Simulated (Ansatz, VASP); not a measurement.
**Ga7Sb7H18 (GaSb wire along [111], 14 atoms a period, H-terminated): VASP beside Ansatz**

Wanted: the spread between two codes on one cell, functional and k mesh. Of the first pair: The structure shown is the start of the Ansatz relaxation below; VASP solves that cell, so the two are compared at the walk's first step.

Calculated with Ansatz 0.2.0; plane waves, with VASP 6.6.1 beside it; single point at PBE.

## Step 1: Set-up

The cell holds 32 atoms: 7 Ga, 7 Sb and 18 H. Its edges and angles: a = 14.049 Å, b = 15.010 Å, c = 10.756 Å, α = 90.0°, β = 90.0°, γ = 90.0°. Vacuum lies along a and b. The structure's axis is c.

## Step 2: Ansatz: relaxation, PBE

Ansatz runs on its PAW soft_1 files.

The two programs are compared at the cell with which this relaxation starts, whose forces are those of its first step.

input.yaml

```yaml
crystal:
  lattice:
    - [14.049, 0.0, 0.0]
    - [0.0, 15.01, 0.0]
    - [0.0, 0.0, 10.756035515]
  atoms:
    - { symbol: Ga, position: [0.343716209, 0.410209809, 0.0] }
    - { symbol: Ga, position: [0.656274619, 0.410209809, 0.0] }
    - { symbol: Sb, position: [0.343716209, 0.410209809, 0.25] }
    - { symbol: Sb, position: [0.499995414, 0.663563095, 0.25] }
    - { symbol: Sb, position: [0.656274619, 0.410209809, 0.25] }
    - { symbol: H, position: [0.251890129, 0.628733528, 0.284368576] }
    - { symbol: H, position: [0.499995414, 0.226515656, 0.284368576] }
    - { symbol: H, position: [0.748100699, 0.628733528, 0.284368576] }
    - { symbol: H, position: [0.242010107, 0.355249255, 0.304233117] }
    - { symbol: H, position: [0.499995414, 0.773484202, 0.304233117] }
    - { symbol: H, position: [0.757980721, 0.355249255, 0.304233117] }
    - { symbol: Ga, position: [0.343716209, 0.579111999, 0.333333333] }
    - { symbol: Ga, position: [0.499995414, 0.325758713, 0.333333333] }
    - { symbol: Ga, position: [0.656274619, 0.579111999, 0.333333333] }
    - { symbol: Sb, position: [0.343716209, 0.579111999, 0.583333333] }
    - { symbol: Sb, position: [0.499995414, 0.325758713, 0.583333333] }
    - { symbol: Sb, position: [0.656274619, 0.579111999, 0.583333333] }
    - { symbol: H, position: [0.242010107, 0.524151446, 0.63756645] }
    - { symbol: H, position: [0.343716209, 0.689033107, 0.63756645] }
    - { symbol: H, position: [0.398289313, 0.27079816, 0.63756645] }
    - { symbol: H, position: [0.601701515, 0.27079816, 0.63756645] }
    - { symbol: H, position: [0.656274619, 0.689033107, 0.63756645] }
    - { symbol: H, position: [0.757980721, 0.524151446, 0.63756645] }
    - { symbol: Ga, position: [0.499995414, 0.494660904, 0.666666667] }
    - { symbol: Sb, position: [0.499995414, 0.494660904, 0.916666667] }
    - { symbol: H, position: [0.251890129, 0.459831337, 0.951035243] }
    - { symbol: H, position: [0.343716209, 0.310966752, 0.951035243] }
    - { symbol: H, position: [0.408169334, 0.713184623, 0.951035243] }
    - { symbol: H, position: [0.591821494, 0.713184623, 0.951035243] }
    - { symbol: H, position: [0.656274619, 0.310966752, 0.951035243] }
    - { symbol: H, position: [0.748100699, 0.459831337, 0.951035243] }
    - { symbol: Ga, position: [0.499995414, 0.663563095, 0.0] }
kpoints:
  mp_grid: { grid: [1, 1, 8] }
scf:
  occupations: { method: fermi_dirac, width: 0.05 }
hamiltonian:
  xc: pbe
  pseudopotentials: { kind: paw, azcp: { folder: soft_1 } }
relax:
  cell: { fix: [a, b, alpha, beta, gamma] }
  max_steps: 45
  f_tol: 0.03
```

Started as:

```sh
$ ansatz run input.yaml --threads 4 --pin off --max-ram 16384MiB --backend cpu --events-out ev --progress --plain --runs-dir out
```

Numbers of over 12 decimals in the logs are rounded to 6 here.

Log:

```text
Engine: ansatz 0.2.0, aarch64-unknown-linux-gnu
Pseudopotentials: kind: paw
Pseudopotential: Ga, paw, valence charge 13, recommended cutoff 420 eV (normal), soft_1/Ga.paw.azcp
Pseudopotential: Sb, paw, valence charge 15, recommended cutoff 420 eV (normal), soft_1/Sb.paw.azcp
Pseudopotential: H, paw, valence charge 1, recommended cutoff 420 eV (normal), soft_1/H.paw.azcp
Functional definition: PBE
  parameter kappa = 0.804
  parameter beta = 0.066725
  exchange = pbe_x(kappa = kappa, mu = beta*pi^2/3)
  correlation = pbe_c(beta = beta)
Crystal: 32 atoms, lattice volume = 2268.184 Å³
Basis set: ecut = 420 eV, 44335 PW (Γ), exchange–correlation on 192×216×144 points (8 copies of the dense FFT grid, shifted against one another)
Bands: 139, of which v1, the nominal top of the filled ones, is band 107 counted from 1 (106 counted from 0)
Symmetry: 2 space group operations
Space group: Pm (ITA 6), of the structure as read, at distance tolerance 1.3e-4 Å
k-points: 5 of 8 (time reversal used)
Non-local potential: Ga, projectors of the file, l = 0: 2, l = 1: 2, l = 2: 3, l = 3: 1
Non-local potential: Sb, projectors of the file, l = 0: 2, l = 1: 2, l = 2: 2, l = 3: 1
Non-local potential: H, projectors of the file, l = 0: 2, l = 1: 1
PAW form: soft (Blöchl's): semilocal exchange-correlation on the pseudo side does not see the compensation charge
PAW one-centre angular grid: Ga, 590 points (default); XC on 64 Gauss nodes
PAW one-centre angular grid: Sb, 590 points (default); XC on 64 Gauss nodes
PAW one-centre angular grid: H, 110 points (default); XC on 64 Gauss nodes
Initial density: superposition of atomic densities (neutral atoms: chi_scale 0, normalization atom)
Initial wavefunctions: pseudopotential atomic-orbital guess
Functional: x = pbe(κ = 0.804, μ = 0.219515), c = pbe(β = 0.066725)
SCF iter   1: F=—  HF=-72158.630000 eV  |F-HF|=—  |Δ(HF+E_count)|=         —  Δρ=2.78e-2  dr2=1.89e1  ethr=3.10e-3  ⟨swp⟩=7.2  Hψ=3129  notcnv=0  defer=22
preconditioner: auto → Resta (q_TF=auto, 1.841 Å⁻¹)  ε∞=1.5  [insulator: Δε(μ)=2.623 eV  Ē_g=13.253 eV  σ=0.050 eV  W_gap=1.00  n_scr=246 (ndim 8)  ℏωp=9.4 eV  f_vac=0.654  D(μ)=0.00/eV (n_scr^D=0)  ε∞_Penn≈1.5  vacuum switching on, ρ_ref=1.3e-2 e/Å³]
SCF iter   2: F=—  HF=-72153.322603 eV  |F-HF|=—  |Δ(HF+E_count)|=    5.31e0  Δρ=1.07e-2  dr2=2.99e0  ethr=3.10e-3  ⟨swp⟩=3.2  Hψ=1219  notcnv=0  defer=116
SCF iter   3: F=—  HF=-72152.763714 eV  |F-HF|=—  |Δ(HF+E_count)|=   5.59e-1  Δρ=3.86e-3  dr2=8.47e-1  ethr=1.40e-3  ⟨swp⟩=3.2  Hψ=1021  notcnv=0  defer=118
SCF iter   4: F=—  HF=-72152.579016 eV  |F-HF|=—  |Δ(HF+E_count)|=   1.85e-1  Δρ=1.26e-3  dr2=3.14e-2  ethr=3.96e-4  ⟨swp⟩=4.0  Hψ=1044  notcnv=0  defer=118
SCF iter   5: F=—  HF=-72152.581641 eV  |F-HF|=—  |Δ(HF+E_count)|=   2.63e-3  Δρ=4.45e-4  dr2=3.47e-3  ethr=1.47e-5  ⟨swp⟩=2.0  Hψ=1194  notcnv=0  defer=123
SCF iter   6: F=—  HF=-72152.581752 eV  |F-HF|=—  |Δ(HF+E_count)|=   1.11e-4  Δρ=1.56e-4  dr2=4.79e-4  ethr=1.62e-6  ⟨swp⟩=2.0  Hψ=932  notcnv=0  defer=123
SCF iter   7: F=—  HF=-72152.581919 eV  |F-HF|=—  |Δ(HF+E_count)|=   1.67e-4  Δρ=4.96e-5  dr2=5.74e-5  ethr=2.24e-7  ⟨swp⟩=2.0  Hψ=932  notcnv=0  defer=123
SCF iter   8: F=—  HF=-72152.582104 eV  |F-HF|=—  |Δ(HF+E_count)|=   1.85e-4  Δρ=1.34e-5  dr2=4.86e-6  ethr=2.68e-8  ⟨swp⟩=2.0  Hψ=907  notcnv=0  defer=123
SCF iter   9: F=—  HF=-72152.582106 eV  |F-HF|=—  |Δ(HF+E_count)|=   2.27e-6  Δρ=5.37e-6  dr2=5.61e-7  ethr=2.27e-9  ⟨swp⟩=2.0  Hψ=922  notcnv=0  defer=123
SCF iter  10: F=-72152.582107 eV  HF=-72152.582107 eV  |F-HF|=4.53e-8  |Δ(HF+E_count)|=   1.03e-6  Δρ=1.74e-6  dr2=8.65e-8  ethr=4.67e-11  ⟨swp⟩=5.0  Hψ=2315  notcnv=0
SCF 1 converged in 10 iterations: F = -72152.582107 eV  dr2 = 8.65e-8
  greatest PAW one-centre occupation: 0.995 electrons in one spin orbital (limit 2), on the Sb atom at site 16 (counted from 0), in its partial waves of l = 2
relax step   1: F+E_penalty+E_count = -72152.58210726 eV  Δ(F+E_penalty+E_count) = +0.000e0 eV  max|allowed force component| = 1.279e0 eV/Å  Δτ_max = 0.0000 Å  P = -0.331 GPa  Ω = 2268.184 Å³  fix = [a, b, alpha, beta, gamma]  reactions: a -0.437, b -0.440 GPa; alpha -0.001 GPa/rad  (10 SCF iters, dr2 threshold 1.00e-7 eV, accepted)
[...]
relax step   6: F+E_penalty+E_count = -72153.86153456 eV  Δ(F+E_penalty+E_count) = -3.880e-3 eV  max|allowed force component| = 1.982e-2 eV/Å  Δτ_max = 0.0301 Å  P = +0.005 GPa  Ω = 2270.872 Å³  energy of the carried Pulay correction = -2.703e-4 eV  fix = [a, b, alpha, beta, gamma]  reactions: a +0.002, b -0.001 GPa; alpha -0.000 GPa/rad  (6 SCF iters, dr2 threshold 3.32e-7 eV, accepted)
[...]
relax step   7: F+E_penalty+E_count = -72153.86178926 eV  Δ(F+E_penalty+E_count) = -2.547e-4 eV  max|allowed force component| = 1.979e-2 eV/Å  Δτ_max = 0.0000 Å  P = +0.005 GPa  Ω = 2270.872 Å³  fix = [a, b, alpha, beta, gamma]  reactions: a +0.002, b -0.001 GPa; alpha -0.000 GPa/rad  stress off target by 1.38e-2 GPa on what of the cell is left free  SCF on the basis re-selected at this cell (its energy is not comparable with the rows above)  (6 SCF iters)
basis re-selected at this cell: Δ(F+E_penalty+E_count) = -2.547e-4 eV, ΔP = +0.000 GPa vs the last step (what re-selecting the basis moved, of the pressure what is left beyond the Pulay correction that the steps carried, after the strain that the cell walked since its last selection, with what the two solves' SCF thresholds leave and, on support functions, any second-order correction that the steps lacked; it is no m [...]
SCF converged after 6 iterations
Free energy (F): -72153.861789 eV
Harris-Foulkes:  -72153.861789 eV  (|F-HF|=2.27e-7)
Internal energy: -72153.861789 eV  (E = F + TS)
E sigma→0 (E₀):  -72153.861789 eV
Fermi energy:    -2.033419 eV
--- Per-component energies (eV) ---
  E_band       = -3879.545487
  E_kinetic    = 2148.202473
  E_local      = -81007.975334  (includes V_loc(G=0)·N_el)
  E_nonlocal   = 2097.608503
  E_hartree    = 39740.894502
  E_xc         = -1276.975378
  E_vxc        = -1209.707245  (∫ρ·V_xc dr)
  E_paw        = -45772.697768  (= ΣΔE_a)
  E_vpaw       = -5389.446033  (= ΣTr[D̂ρ^β])
  E_aug_tail   = -0.016983  (compensation charges beyond the density's cutoff)
  E_ewald      = 11917.098197
  E_smearing   = -0.000000  (= −TS)
  E_closure    = 0.000000  (closes the sum)
  Σ components = -72153.861789   (vs F -72153.861789, Δ=0.00e0)
--- Forces (eV/Å), atoms counted from 1 ---
  atom   1  Ga     0.00291028     0.00175840     0.00050762
  atom   2  Ga    -0.00291028     0.00175840     0.00050762
  atom   3  Sb    -0.00541013    -0.00319955     0.00033793
  atom   4  Sb     0.00000000     0.00644015     0.00040927
  atom   5  Sb     0.00541013    -0.00319955     0.00033793
  atom   6  H      0.00547821    -0.00316541    -0.00127170
  atom   7  H      0.00000000     0.00622092    -0.00124326
  atom   8  H     -0.00547821    -0.00316541    -0.00127170
  atom   9  H     -0.00250584    -0.00144255    -0.00145369
  atom  10  H      0.00000000     0.00296537    -0.00149431
  atom  11  H      0.00250584    -0.00144255    -0.00145369
  atom  12  Ga    -0.00903344     0.00517884    -0.00710598
  atom  13  Ga     0.00000000    -0.01031023    -0.00711653
  atom  14  Ga     0.00903344     0.00517884    -0.00710598
  atom  15  Sb     0.01052012    -0.00606761     0.00851705
  atom  16  Sb     0.00000000     0.01226057     0.00838867
  atom  17  Sb    -0.01052012    -0.00606761     0.00851705
  atom  18  H     -0.00400680    -0.00458451     0.00200214
  atom  19  H      0.00191574     0.00580624     0.00203099
  atom  20  H     -0.00602007    -0.00124994     0.00204549
  atom  21  H      0.00602007    -0.00124994     0.00204549
  atom  22  H     -0.00191574     0.00580624     0.00203099
  atom  23  H      0.00400680    -0.00458451     0.00200214
  atom  24  Ga     0.00000000     0.00000698    -0.00817681
  atom  25  Sb     0.00000000    -0.00003281     0.01978997
  atom  26  H      0.00292552     0.00099899    -0.00376162
  atom  27  H      0.00248884     0.00205420    -0.00364377
  atom  28  H      0.00058452    -0.00323859    -0.00374878
  atom  29  H     -0.00058452    -0.00323859    -0.00374878
  atom  30  H     -0.00248884     0.00205420    -0.00364377
  atom  31  H     -0.00292552     0.00099899    -0.00376162
  atom  32  Ga     0.00000000    -0.00324737     0.00053016
  max |Σ_I F_I| component: 1.50e-6 eV/Å
--- Stress (GPa, compression-positive) ---
        0.002025      -0.000000       0.000000
       -0.000000      -0.000674       0.000209
        0.000000       0.000209       0.013799
  P = ⅓ Tr σ = 0.0051 GPa (0.051 kbar)
--- Relaxed structure (6 steps of the walk, 6 accepted, 1 SCFs on fresh bases) ---
  F+E_penalty+E_count = -72153.86178926 eV   max|allowed force component| = 1.979e-2 eV/Å   (the final SCF, on the basis selected at the relaxed cell)
  cell:  # Å, volume = 2270.8725 Å³
    - [14.049, 0, 0]
    - [0, 15.01, 0]
    - [0, 0, 10.768783]
  atoms:
    - { symbol: Ga, position: [0.336430, 0.406237, -0.011826] }
    - { symbol: Ga, position: [0.663561, 0.406237, -0.011826] }
    - { symbol: Sb, position: [0.350267, 0.413751, 0.241252] }
    - { symbol: Sb, position: [0.499995, 0.656536, 0.241230] }
    - { symbol: Sb, position: [0.649724, 0.413751, 0.241252] }
    - { symbol: H, position: [0.246632, 0.631543, 0.293792] }
    - { symbol: H, position: [0.499995, 0.220840, 0.293805] }
    - { symbol: H, position: [0.753359, 0.631543, 0.293792] }
    - { symbol: H, position: [0.254938, 0.362257, 0.310505] }
    - { symbol: H, position: [0.499995, 0.759546, 0.310488] }
    - { symbol: H, position: [0.745053, 0.362257, 0.310505] }
    - { symbol: Ga, position: [0.341099, 0.580559, 0.323325] }
    - { symbol: Ga, position: [0.499995, 0.322913, 0.323365] }
    - { symbol: Ga, position: [0.658892, 0.580559, 0.323325] }
    - { symbol: Sb, position: [0.354942, 0.573069, 0.575294] }
    - { symbol: Sb, position: [0.499995, 0.337889, 0.575321] }
    - { symbol: Sb, position: [0.645048, 0.573069, 0.575294] }
    - { symbol: H, position: [0.252720, 0.530510, 0.637892] }
    - { symbol: H, position: [0.343193, 0.677196, 0.637916] }
    - { symbol: H, position: [0.409515, 0.276301, 0.637924] }
    - { symbol: H, position: [0.590476, 0.276301, 0.637924] }
    - { symbol: H, position: [0.656797, 0.677196, 0.637916] }
    - { symbol: H, position: [0.747271, 0.530510, 0.637892] }
    - { symbol: Ga, position: [0.499995, 0.494680, 0.699137] }
    - { symbol: Sb, position: [0.499995, 0.494657, 0.941555] }
    - { symbol: H, position: [0.249121, 0.465535, 0.952587] }
    - { symbol: H, position: [0.347694, 0.305806, 0.952627] }
    - { symbol: H, position: [0.401450, 0.712546, 0.952557] }
    - { symbol: H, position: [0.598540, 0.712546, 0.952557] }
    - { symbol: H, position: [0.652296, 0.305806, 0.952627] }
    - { symbol: H, position: [0.750870, 0.465535, 0.952587] }
    - { symbol: Ga, position: [0.499995, 0.671467, -0.011844] }
```

The column dr2 measures how far the density is from self-consistency, as an energy; F and HF (Harris–Foulkes) agree once it is small.

## Step 3: VASP: single point, PBE, start cell, pair 1

The same cell, functional, mesh and smearing now go to VASP, with its own data sets.

Lines of VASP's logs that name or quote its potential files are left out, and so is its time.

INCAR

```
SYSTEM = Ga7Sb7H18
PREC = Accurate
ENCUT = 400
EDIFF = 1E-06
NELM = 120
ISMEAR = -1
SIGMA = 0.05
LREAL = Auto
ALGO = Normal
GGA = PE
NBANDS = 96
LORBIT = 11
LWAVE = .FALSE.
LCHARG = .FALSE.
ISIF = 2
LASPH = .TRUE.
GGA_COMPAT = .FALSE.
EFERMI = MIDGAP
KPAR = 4
```

POSCAR

```
Ga7Sb7H18
1.0
   14.0490000000      0.0000000000      0.0000000000
    0.0000000000     15.0100000000      0.0000000000
    0.0000000000      0.0000000000     10.7560360000
Ga Sb H
7 7 18
Direct
    0.3437162076      0.4102097935      0.0000000000
    0.6562746103      0.4102097935      0.0000000000
    0.3437162076      0.5791119920      0.3333333023
    0.4999954090      0.3257586942      0.3333333023
    0.6562746103      0.5791119920      0.3333333023
    0.4999954090      0.4946608927      0.6666666047
    0.4999954090      0.6635630913      0.0000000000
    0.3437162076      0.4102097935      0.2500000000
    0.4999954090      0.6635630913      0.2500000000
    0.6562746103      0.4102097935      0.2500000000
    0.3437162076      0.5791119920      0.5833333023
    0.4999954090      0.3257586942      0.5833333023
    0.6562746103      0.5791119920      0.5833333023
    0.4999954090      0.4946608927      0.9166666047
    0.2518900990      0.6287335110      0.2843686094
    0.4999954090      0.2265156562      0.2843686094
    0.7481007190      0.6287335110      0.2843686094
    0.2420101075      0.3552492338      0.3042330836
    0.4999954090      0.7734842105      0.3042330836
    0.7579807104      0.3552492338      0.3042330836
    0.2420101075      0.5241514324      0.6375663860
    0.3437162076      0.6890331113      0.6375663860
    0.3982893089      0.2707981346      0.6375663860
    0.6017015091      0.2707981346      0.6375663860
    0.6562746103      0.6890331113      0.6375663860
    0.7579807104      0.5241514324      0.6375663860
    0.2518900990      0.4598313125      0.9510352141
    0.3437162076      0.3109667555      0.9510352141
    0.4081693359      0.7131846103      0.9510352141
    0.5918214820      0.7131846103      0.9510352141
    0.6562746103      0.3109667555      0.9510352141
    0.7481007190      0.4598313125      0.9510352141
```

KPOINTS

```
Automatic mesh
0
Gamma
1 1 8
0 0 0
```

The projector-augmented-wave data sets are Ga_d, Sb and H (PBE family, release 64).

Started as:

```sh
$ mpirun -np 4 vasp_std
```

Log:

```text
[banner, memory and clock lines left out]
running    4 mpi-ranks, on    1 nodes
[...]
LDA part: xc-table for (Slater+PW92), standard interpolation
 POSCAR, INCAR and KPOINTS ok, starting setup
[...]
entering main loop
       N       E                     dE             d eps       ncg     rms          rms(c)
DAV:   1     0.783036279601E+03    0.78304E+03   -0.47121E+04  1176   0.938E+02
DAV:   2    -0.140114780957E+02   -0.79705E+03   -0.77324E+03  1320   0.232E+02
DAV:   3    -0.104766384882E+03   -0.90755E+02   -0.90194E+02  1160   0.835E+01
DAV:   4    -0.110042659808E+03   -0.52763E+01   -0.52644E+01  1352   0.239E+01
[...]
DAV:  23    -0.103732424816E+03   -0.45999E-05   -0.50604E-07   808   0.429E-03    0.130E-03
DAV:  24    -0.103732428992E+03   -0.41756E-05   -0.65442E-07   688   0.273E-03    0.721E-04
DAV:  25    -0.103732429893E+03   -0.90076E-06   -0.11917E-07   824   0.166E-03
   1 F= -.10373243E+03 E0= -.10373243E+03  d E =-.121315E-08
```

From OUTCAR (step 3):

```text
  Total       -6.9945553     -6.9823572     -2.8483852      0.0000000      0.0092182      0.0000000
  in kB       -4.9407438     -4.9321275     -2.0120138      0.0000000      0.0065114      0.0000000
  external PRESSURE =      -3.9616284 kB  Pullay stress =       0.0000000 kB

 POSITION                                       TOTAL-FORCE (eV/Angst)
 -----------------------------------------------------------------------------------
      4.82887      6.15725      0.00000        -0.361148     -0.204584     -0.809648
      9.22000      6.15725      0.00000         0.361148     -0.204584     -0.809648
      4.82887      8.69247      3.58534        -0.474163      0.274528     -0.353656
      7.02444      4.88964      3.58534         0.000000     -0.544214     -0.352816
      9.22000      8.69247      3.58534         0.474163      0.274528     -0.353656
      7.02444      7.42486      7.17069         0.000000      0.000001      1.274459
      7.02444      9.96008      0.00000         0.000000      0.414828     -0.807921
      4.82887      6.15725      2.68901         0.355194      0.205705      0.160301
      7.02444      9.96008      2.68901         0.000000     -0.399985      0.162725
      9.22000      6.15725      2.68901        -0.355194      0.205705      0.160301
      4.82887      8.69247      6.27435         0.086483     -0.058025     -0.443143
      7.02444      4.88964      6.27435         0.000000      0.095216     -0.436373
      9.22000      8.69247      6.27435        -0.086483     -0.058025     -0.443143
      7.02444      7.42486      9.85970         0.000000      0.005067      0.741696
[...]
-----------------------------------------------------------------------------------
    total drift:                               -0.000013     -0.002840     -0.022062

  FREE ENERGIE OF THE ION-ELECTRON SYSTEM (eV)
  ---------------------------------------------------
  free  energy   TOTEN  =      -103.7324298928 eV

  energy  without entropy=     -103.7324298916  energy(sigma->0) =     -103.73242989

[... 3 further parts left out ...]
[key lines of the parts left out:]
E-fermi :  -2.6842
```

## Step 4: Side by side

Known differences besides the potentials themselves: the data sets hold 214 valence electrons in Ansatz (on its PAW soft_1 files) and 144 in VASP; the cutoff is 420 eV in Ansatz and 400 eV in VASP (PREC = Accurate, projectors in real space). Total energies have different zeros and are not compared.

Forces on 10 of the 32 atoms, those with the largest forces and the largest differences (eV/Å; atoms numbered as in POSCAR):

| atom | Ansatz x, y, z | VASP x, y, z |
| --- | --- | --- |
| Ga1 | -0.347, -0.198, -0.803 | -0.361, -0.205, -0.810 |
| Ga2 | 0.347, -0.198, -0.803 | 0.361, -0.205, -0.810 |
| Ga6 | 0.000, 0.000, 1.279 | 0.000, 0.000, 1.274 |
| Ga7 | 0.000, 0.399, -0.801 | 0.000, 0.415, -0.808 |
| Sb11 | 0.018, -0.009, -0.365 | 0.086, -0.058, -0.443 |
| Sb12 | 0.000, 0.019, -0.365 | 0.000, 0.095, -0.436 |
| Sb13 | -0.018, -0.009, -0.365 | -0.086, -0.058, -0.443 |
| Sb14 | 0.000, -0.001, 0.728 | 0.000, 0.005, 0.742 |
| H22 | -0.191, -0.656, 0.073 | -0.195, -0.579, 0.105 |
| H25 | 0.191, -0.656, 0.073 | 0.195, -0.579, 0.105 |

The forces differ by 36 meV/Å r.m.s., which is 10.9 % of the r.m.s. force of 0.331 eV/Å (both taken over all components).

[end of part 1 of 2]

[Lines on the potential files, build, host, timing and source positions are cut from VASP's logs without a mark.]

[Logs are printed without paths, hosts, clocks, repeated set-up lines and the standing remarks that a program may print on its own settings, such as how far it seeks lower states.]

[Hosts, paths, dates, database ids (printed as entryN), source tags and the programs' standing remarks are cut or masked in the printed files.]
